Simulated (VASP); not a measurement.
Calculation: PBE GGA, VASP's PBE PAW potentials (set 64) (plane waves; VASP).

Input for VASP

### KPOINTS
```
Automatic mesh
0
gamma
  10 10 10
0 0 0
```

**POSCAR**
```
CoSi2
1
   -0.0000000000     2.6786970382     2.6786970382
    2.6786970382    -0.0000000000     2.6786970382
    2.6786970382     2.6786970382    -0.0000000000
Co Si
1 2
Direct
  0.0000000000   0.0000000000   0.0000000000
  0.2500000000   0.2500000000   0.2500000000
  0.7500000000   0.7500000000   0.7500000000
```

INCAR:
```
! general
SYSTEM =CoSi2
PREC   =Accurate
ENCUT  =480
LREAL  =.FALSE.
LASPH  =.TRUE.

! electronic loop
EDIFF  =1E-7
NELM   =100
ALGO   =Normal
LMAXMIX=4

! smearing
ISMEAR =1
SIGMA  =0.1

! functional
GGA    =PE

! ions
ISIF   =2

! output
LWAVE  =.FALSE.
LCHARG =.FALSE.
```

POTCAR, in this order: Co Si (PBE.64 set). Program: vasp_std.

Output

File OSZICAR:
```
       N       E                     dE             d eps       ncg     rms          rms(c)
DAV:   1     0.654621342060E+02    0.65462E+02   -0.66951E+03  1144   0.127E+03
DAV:   2    -0.166739467366E+02   -0.82136E+02   -0.76691E+02  1140   0.247E+02
DAV:   3    -0.206007839479E+02   -0.39268E+01   -0.37980E+01  1432   0.624E+01
DAV:   4    -0.207089816418E+02   -0.10820E+00   -0.10765E+00  1420   0.949E+00
DAV:   5    -0.207119618644E+02   -0.29802E-02   -0.29795E-02  1464   0.167E+00    0.144E+01
DAV:   6    -0.243216580449E+02   -0.36097E+01   -0.41258E+01  1452   0.136E+02    0.178E+01
DAV:   7    -0.193051879731E+02    0.50165E+01   -0.17071E+01  1500   0.107E+02    0.348E+00
DAV:   8    -0.193295680317E+02   -0.24380E-01   -0.10246E+00  1344   0.853E+00    0.186E+00
DAV:   9    -0.192958847917E+02    0.33683E-01   -0.10295E-01  1436   0.680E+00    0.442E-01
DAV:  10    -0.192959274649E+02   -0.42673E-04   -0.59904E-03  1432   0.937E-01    0.747E-02
DAV:  11    -0.192958795639E+02    0.47901E-04   -0.38599E-04  1660   0.364E-01    0.400E-02
DAV:  12    -0.192959035790E+02   -0.24015E-04   -0.52464E-05  1208   0.728E-02    0.258E-02
DAV:  13    -0.192959035761E+02    0.28972E-08   -0.32529E-06  1476   0.153E-02    0.430E-03
DAV:  14    -0.192959037379E+02   -0.16177E-06   -0.64074E-07  1392   0.119E-02    0.300E-03
DAV:  15    -0.192959038516E+02   -0.11368E-06   -0.15293E-07   804   0.868E-03    0.614E-04
DAV:  16    -0.192959039161E+02   -0.64499E-07   -0.66030E-08   684   0.207E-03
   1 F= -.19295904E+02 E0= -.19296249E+02  d E =0.103544E-02
```

File OUTCAR:
```
------------------------ aborting loop because EDIFF is reached ----------------------------------------
  FORCE on cell =-STRESS in cart. coord.  units (eV):
  Direction    XX          YY          ZZ          XY          YZ          ZX
  --------------------------------------------------------------------------------------
  Total        0.0120860      0.0120860      0.0120860     -0.0000000     -0.0000000     -0.0000000
  in kB        0.5037225      0.5037225      0.5037225     -0.0000000     -0.0000000     -0.0000000
  external PRESSURE =       0.5037225 kB  Pullay stress =       0.0000000 kB
  volume of cell :       38.44
      direct lattice vectors                 reciprocal lattice vectors
     0.000000000  2.678697038  2.678697038    -0.186657913  0.186657913  0.186657913
     2.678697038  0.000000000  2.678697038     0.186657913 -0.186657913  0.186657913
     2.678697038  2.678697038  0.000000000     0.186657913  0.186657913 -0.186657913
 POSITION                                       TOTAL-FORCE (eV/Angst)
 -----------------------------------------------------------------------------------
      0.00000      0.00000      0.00000         0.000000     -0.000000     -0.000000
      1.33935      1.33935      1.33935         0.000000      0.000000      0.000000
      4.01805      4.01805      4.01805        -0.000000     -0.000000     -0.000000
 -----------------------------------------------------------------------------------
    total drift:                               -0.000000     -0.000000      0.000000
  FREE ENERGIE OF THE ION-ELECTRON SYSTEM (eV)
  ---------------------------------------------------
  free  energy   TOTEN  =       -19.2959039161 eV

  energy  without entropy=      -19.2969393596  energy(sigma->0) =      -19.29624906
```
(Selected blocks of OUTCAR.)

The compound is CoSi2 in the fluorite structure. It was relaxed first. The run is not spin-polarised, so no magnetic state was tried. The electron count is odd and the run is not spin-polarised, which forces a metal.
